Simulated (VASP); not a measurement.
Crystal: Sr.

```xyz
1
Lattice="0.0000 3.0336 3.0336 3.0336 0.0000 3.0336 3.0336 3.0336 0.0000" Properties=species:S:1:pos:R:3 pbc="T T T"
Sr    0.0000    0.0000    0.0000
```

```yaml
Program: VASP 6.6.1
Task: relaxation of cell and atoms
Functional: PBEsol
Potentials_or_basis: VASP PAW PBE potentials, release 64 (Sr_sv)
Cutoff: 480 eV
k_mesh: 12 × 12 × 12
Occupations: gaussian, width 0.1 eV
Spin: no spin polarisation
```

At the start: pressure -0.8 GPa; volume 55.83 Å³/atom.

How do energy, volume and symmetry change on relaxing?

Over 4 steps the energy falls by 10.5 meV/atom and the volume is 51.89 Å³/atom (-7.1 %); space group Fm-3m (No. 225, to 0.05 Å).

The path:
```
step  energy change (eV)  largest force (eV/Å)  pressure (GPa)  volume (Å³)
   1              0.0000                0.0000           -0.81        55.83
   2             -0.0084                0.0000           -0.38        53.60
   3             -0.0105                0.0000           -0.03        52.01
   4             -0.0105                0.0000            0.00        51.89
```

Final structure:
```
Sr
1.0
     0.00000    2.96049    2.96049
     2.96049    0.00000    2.96049
     2.96049    2.96049    0.00000
Sr
1
Direct
  0.00000 0.00000 0.00000
```

Caveat: the PAW data sets were made with another functional, which shifts forces and pressure a little.
